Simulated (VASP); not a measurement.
Shape and ions are relaxed at each volume.

Data:

SnO2 has the tetragonal space group P4₂/mnm (No. 136), the rutile structure, Pearson symbol tP6. Conventional cell: a = b = 4.7679 Å, c = 3.2103 Å, α = β = γ = 90.00°. Sn on 2a has 6 O at 2.062–2.071 Å (octahedral). O on 4f is coordinated by 3 Sn at 2.062–2.071 Å (trigonal planar). (Neighbours: up to the widest gap in distance over summed covalent radii, below 1.35, at either atom; cation-cation and far metal-metal contacts left out.)

The numbers are results of r2SCAN meta-GGA, VASP's PBE PAW potentials (set 64) (plane waves; VASP), not measurements. Run with 520 eV cut-off, 5×5×7 Γ-centred mesh, Gaussian smearing of 0.050 eV, potentials Sn_d O.

Q: Give the energy at these volumes per atom, relative to the lowest: 11.41, 11.78, 12.14, 12.51, 12.87 Å³.

A: 33.1, 8.2, 0.0, 5.7, 23.0 meV/atom. A third-order Birch-Murnaghan fit gives B0 = 201 GPa and B0′ = 5.2.

The compound is SnO2 in the rutile structure. It was relaxed first.
